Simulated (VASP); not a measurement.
```
Te
1.0
    2.19806    -3.92431     0.00000
    2.19806     3.92431     0.00000
    0.00000     0.00000     5.96410
Te
3
Direct
  0.00000   0.26300   0.66667
  0.73700   0.73700   0.00000
  0.27630   0.01330   0.33333
```

The numbers are results of PBE GGA, VASP's PBE PAW potentials (set 64) (plane waves; VASP), not measurements. Numerical set-up: 400 eV cut-off, KSPACING 0.35 per Å, Gaussian smearing of 0.050 eV, potentials Te.

Give the force on each atom (eV/Å).

```csv
atom,Fx,Fy,Fz
Te1,0.230,0.141,-0.087
Te2,-0.228,-0.021,0.049
Te3,-0.002,-0.119,0.038
```

Give the stress tensor in GPa (positive for a compressed cell).

```
 1.74   0.21  -0.30
 0.21   0.75  -0.55
-0.30  -0.55   1.46
```
The pressure is its mean diagonal, 1.31 GPa.

The compound is Te in the trig structure. The cell was not relaxed at this level, atoms are displaced from their ideal sites. The run is one of a series of settings (KGAMMA = .TRUE., KSPACING = 0.35, KPOINTS file removed against the base run), some of them coarse on purpose.
